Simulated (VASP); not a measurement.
```
CELL_PARAMETERS angstrom
      1.68521    -2.91886     0.00000
      1.68521     2.91886     0.00000
      0.00000     0.00000     5.46832
ATOMIC_POSITIONS crystal
  Tl 0.33333 0.66667 0.25000
  Tl 0.66667 0.33333 0.75000
```

All values below come from revTPSS meta-GGA, VASP's PBE PAW potentials (set 64) (plane waves; VASP). Run with 520 eV cut-off, 12×12×7 Γ-centred mesh, first-order Methfessel-Paxton smearing of 0.10 eV, potentials Tl_d.

The ions and cell shape at fixed volume are relaxed. Give the cell that the relaxation ends in.

```
CELL_PARAMETERS angstrom
      1.70591    -2.95472     0.00000
      1.70591     2.95472     0.00000
      0.00000     0.00000     5.33643
ATOMIC_POSITIONS crystal
  Tl 0.33333 0.66667 0.25000
  Tl 0.66667 0.33333 0.75000
```
Space group P6_3/mmc (194), at a tolerance of 0.03 Å.

How much energy does the relaxation gain?

The energy (σ→0) changes by -3.8 meV/atom, in 4 ionic steps.

The compound is Tl in the hcp structure. This cell is one point of a volume scan, at 0.94 of the reference volume. Symmetry was kept, so distortions that lower it aren't found.
